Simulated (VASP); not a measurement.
Wanted: the native input for a VASP 6.6.1 run.

| Quantity | Value |
| --- | --- |
| Task | relaxation of cell and atoms |
| Functional | PBE |
| Potentials or basis | VASP PAW PBE potentials, release 64 (Zr_sv, B) |
| Cutoff | 600 eV |
| k mesh | 20 × 20 × 20 |
| Occupations | gaussian, width 0.1 eV |
| Spin | no spin polarisation |
| Dipole correction | no |
| Further INCAR settings | ALGO = Fast; EDIFF = 1e-06; IBRION = 2; EDIFFG = -0.02; NSW = 70; ISIF = 3 |

The structure of ZrB lies in POSCAR:

```
ZrB
1.0
    0.0000000000      2.4515811075      2.4515811075
    2.4515811075      0.0000000000      2.4515811075
    2.4515811075      2.4515811075      0.0000000000
Zr B
1 1
Direct
    0.0000000000      0.0000000000      0.0000000000
    0.5000000000      0.5000000000      0.5000000000
```

These files were run (other wordings do the same):

INCAR

```
SYSTEM = ZrB
ALGO = Fast
EDIFF = 1E-6
EDIFFG = -0.02
ENCUT = 600
GGA = PE
IBRION = 2
ISIF = 3
ISMEAR = 0
LASPH = .TRUE.
LCHARG = .FALSE.
LREAL = .FALSE.
LWAVE = .FALSE.
NELM = 100
NSW = 70
PREC = Accurate
SIGMA = 0.1
```

KPOINTS

```
k-points
0
G
  20 20 20
  0 0 0
```

Potentials or basis: VASP PAW PBE potentials, release 64 (Zr_sv, B).

Run with:

```sh
$ cat potpaw_PBE.64/Zr_sv/POTCAR potpaw_PBE.64/B/POTCAR > POTCAR
$ mpirun -np 1 vasp_std > vasp.out
```

It gave:

- Pressure after relaxing: 0.2 GPa
- Band gap on the k mesh: none (metal or under the smearing width)

Caveat: the relaxation stopped at its first step, so nothing moved.

It took 94 s on 1 thread of Intel(R) Xeon(R) Platinum 8375C CPU @ 2.90GHz (Ice Lake), with other jobs on the host, peak memory 0.25 GiB.
